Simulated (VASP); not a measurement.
Computed with AM05 GGA, VASP's PBE PAW potentials (set 64) (plane waves; VASP 6.6.1).

VASP input:

**INCAR**
```
# general
SYSTEM =Bi2Te3
PREC   =Accurate
ENCUT  =520
LREAL  =.FALSE.
LASPH  =.TRUE.

# electronic loop
EDIFF  =1E-7
NELM   =100
ALGO   =Normal
LMAXMIX=4

# smearing
ISMEAR =-5

# functional
GGA    =AM

# ions
ISIF   =2

# output
LWAVE  =.FALSE.
LCHARG =.TRUE.
LORBIT =11
NEDOS  =601

# other
LEFG   =.TRUE.
```

File POSCAR:
```
Bi2Te3
1
   10.3331057748    -2.1924270021     0.0099617895
   10.3331057748     2.1924270021     0.0099617895
    9.8642937970     0.0000000000     3.7783073231
Bi Te
2 3
Direct
  0.3989465600   0.3989465600   0.3989465600
  0.6010534400   0.6010534400   0.6010534400
  0.0000000000   0.0000000000   0.0000000000
  0.2118121200   0.2118121200   0.2118121200
  0.7881878800   0.7881878800   0.7881878800
```

### KPOINTS
```
Automatic mesh
0
Gamma
7 7 7
0 0 0
```

POTCAR, in this order: Bi_d Te (PBE.64 set). Program: vasp_std.

Without a dispersion term in the relaxation, distances and binding between the weakly bound layers, chains or molecules are unreliable, and so is what depends on them. Unless said otherwise, spin-orbit coupling is left out, though it shifts the bands of the heavy elements here.

Question: What does the run give for the energy per atom (σ→0), band gap (on the k-mesh)?

Answer: 
```json
{
  "energy per atom (σ→0)": "-3.764 eV/atom",
  "band gap (on the k-mesh)": "0.31 eV"
}
```

OSZICAR:
```
...
DAV:   9    -0.188194240003E+02    0.32609E-03   -0.53684E-03  2928   0.434E-01    0.372E-01
DAV:  10    -0.188197693958E+02   -0.34540E-03   -0.12404E-03  2768   0.194E-01    0.923E-02
DAV:  11    -0.188198237031E+02   -0.54307E-04   -0.12772E-04  3180   0.645E-02    0.493E-02
DAV:  12    -0.188198321791E+02   -0.84760E-05   -0.21351E-05  2920   0.255E-02    0.283E-02
DAV:  13    -0.188198350274E+02   -0.28483E-05   -0.21972E-05  3012   0.205E-02    0.907E-03
DAV:  14    -0.188198352760E+02   -0.24855E-06   -0.19274E-06  2428   0.688E-03    0.864E-03
DAV:  15    -0.188198352985E+02   -0.22485E-07   -0.12759E-07  1704   0.227E-03
   1 F= -.18819835E+02 E0= -.18819835E+02  d E =0.000000E+00
```

The compound is Bi2Te3 in the tetradymite structure. It was relaxed first.
